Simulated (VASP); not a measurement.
The system is InAs.

```xyz
2
Lattice="0.0000 3.0180 3.0180 3.0180 0.0000 3.0180 3.0180 3.0180 0.0000" Properties=species:S:1:pos:R:3 pbc="T T T"
In    0.0000    0.0000    0.0000
As    1.5090    1.5090    1.5090
```

```yaml
Program: VASP 6.6.1
Task: relaxation of cell and atoms
Functional: PBE
Potentials_or_basis: VASP PAW PBE potentials, release 64 (In, As)
Cutoff: 300 eV
k_mesh: 5 × 5 × 5
Occupations: gaussian, width 0.03 eV
Spin: no spin polarisation
```

At the start: pressure 5.4 GPa; volume 27.49 Å³/atom.

How do energy, volume and symmetry change on relaxing?

Over 3 steps the energy falls by 39.6 meV/atom and the volume is 30.03 Å³/atom (+9.2 %); space group F-43m (No. 216, to 0.05 Å).

The path:
| step | energy change (eV) | largest force (eV/Å) | pressure (GPa) | volume (Å³) |
| --- | --- | --- | --- | --- |
| 1 | 0.0000 | 0.0000 | 5.43 | 54.98 |
| 2 | -0.0625 | 0.0000 | -1.92 | 62.73 |
| 3 | -0.0792 | 0.0000 | 0.02 | 60.06 |

Final structure:
```cif
data_structure
_symmetry_space_group_name_H-M 'P 1'
_symmetry_Int_Tables_number 1
_cell_length_a 4.3958
_cell_length_b 4.3958
_cell_length_c 4.3958
_cell_angle_alpha 60.000
_cell_angle_beta 60.000
_cell_angle_gamma 60.000
_cell_volume 60.06
loop_
_atom_site_label
_atom_site_type_symbol
_atom_site_fract_x
_atom_site_fract_y
_atom_site_fract_z
_atom_site_occupancy
In1 In 0.00000 0.00000 0.00000 1
As1 As 0.25000 0.25000 0.25000 1
```

Caveat: the k mesh is coarse (spacing up to 0.36 Å⁻¹), so the values aren't converged.
